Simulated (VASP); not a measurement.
Calculation: PW91 GGA, VASP's PBE PAW potentials (set 64) (plane waves; VASP).

A VASP calculation is set up with these files.

### INCAR
```
LASPH = .TRUE.   # aspherical one-centre terms
LWAVE = .FALSE.
ISMEAR = 1   # Methfessel-Paxton
LREAL = .FALSE.
SYSTEM = Na
NELM = 100
ISIF = 2   # forces and stress, cell fixed
EDIFF = 1E-7   # SCF stop (eV)
SIGMA = 0.1   # width (eV)
GGA = 91   # PW91
ALGO = Normal   # blocked Davidson
LCHARG = .FALSE.
PREC = Accurate
ENCUT = 520
```

**POSCAR**
```
Na
2.0540420
 -1.0000001782   1.0000001782   1.0000001782
  1.0000001782  -1.0000001782   1.0000001782
  1.0000001782   1.0000001782  -1.0000001782
Na
1
Cartesian
  0.0000000000   0.0000000000   0.0000000000
```

**KPOINTS**
```
Regular mesh
0
gamma
  12 12 12
0 0 0
```

POTCAR, in this order: Na_pv (PBE.64 set). Program: vasp_std.

**Question.** What will the output report for the number of irreducible k-points (NKPTS), largest plane-wave count, number of space-group operations, FFT grid (NGX, NGY, NGZ)?

**Answer.** 
```json
{
 "number of irreducible k-points (NKPTS)": "72",
 "largest_plane_wave_count": "959",
 "number_of_space_group_operations": "48",
 "FFT grid (NGX, NGY, NGZ)": "28 × 28 × 28"
}
```

The compound is Na in the bcc structure. This cell is one point of a volume scan, at 0.94 of the reference volume.
